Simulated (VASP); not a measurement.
An input for Quantum ESPRESSO's pw.x (written as the equivalent of a VASP run, and not itself run):

```
&CONTROL
  calculation = 'scf'
  pseudo_dir = './pseudo'
  outdir = './out'
  tprnfor = .true.
  tstress = .false.
/
&SYSTEM
  ibrav = 0
  nat = 3
  ntyp = 2
  ecutwfc = 102
  occupations = 'smearing'
  smearing = 'gaussian'
  degauss = 0.000735
  input_dft = 'hse'
  nqx1 = 6
  nqx2 = 6
  nqx3 = 6
  screening_parameter = 0.1058
/
&ELECTRONS
  conv_thr = 7.3e-08
  electron_maxstep = 100
/
ATOMIC_SPECIES
  Cd 112.414 Cd.upf
  F 18.998 F.upf
CELL_PARAMETERS angstrom
     0.0000000    2.6400280    2.6400280
     2.6400280    0.0000000    2.6400280
     2.6400280    2.6400280    0.0000000
ATOMIC_POSITIONS crystal
  Cd   0.0000000  0.0000000  0.0000000
  F    0.2500000  0.2500000  0.2500000
  F    0.7500000  0.7500000  0.7500000
K_POINTS automatic
  6 6 6 0 0 0
```

**Question.** Translate this input to VASP (INCAR, KPOINTS, POSCAR, choice of POTCAR).

**Answer.** This is not unique; one that fits is 
### POSCAR
```
CdF2
1
    0.0000000000     2.6400280000     2.6400280000
    2.6400280000     0.0000000000     2.6400280000
    2.6400280000     2.6400280000     0.0000000000
Cd F
1 2
Direct
  0.0000000000   0.0000000000   0.0000000000
  0.2500000000   0.2500000000   0.2500000000
  0.7500000000   0.7500000000   0.7500000000
```

### INCAR
```
! general
SYSTEM    =  CdF2
PREC      =  Accurate
ENCUT     =  400
LREAL     =  .FALSE.
LASPH     =  .TRUE.
ISYM      =  3

! electronic loop
EDIFF     =  1E-6
NELM      =  100
ALGO      =  Normal
LMAXMIX   =  4

! smearing
ISMEAR    =  0
SIGMA     =  0.01

! functional
GGA       =  PE
LHFCALC   =  .TRUE.
AEXX      =  0.25
HFSCREEN  =  0.2
PRECFOCK  =  Fast

! ions
ISIF      =  2

! output
LWAVE     =  .FALSE.
LCHARG    =  .FALSE.
```

KPOINTS:
```
Automatic
0
Gamma
  6 6 6
```

POTCAR, in this order: Cd F (PBE.64 set). Program: vasp_std.

Limits of the translation: the potentials are each code's own (VASP's PAW set, PseudoDojo norm-conserving files in pw.x), so ENCUT and ecutwfc are chosen apart and not converted; conv_thr bounds pw.x's estimated SCF error, while EDIFF bounds the energy change between steps.

The structure comes from a computed database's CdF2 entry; how it stands against other phases isn't given here. The cell was not relaxed at this level. The run is one of a series of settings (KPOINTS 6×6×6 Γ-centred mesh against the base run), some of them coarse on purpose.
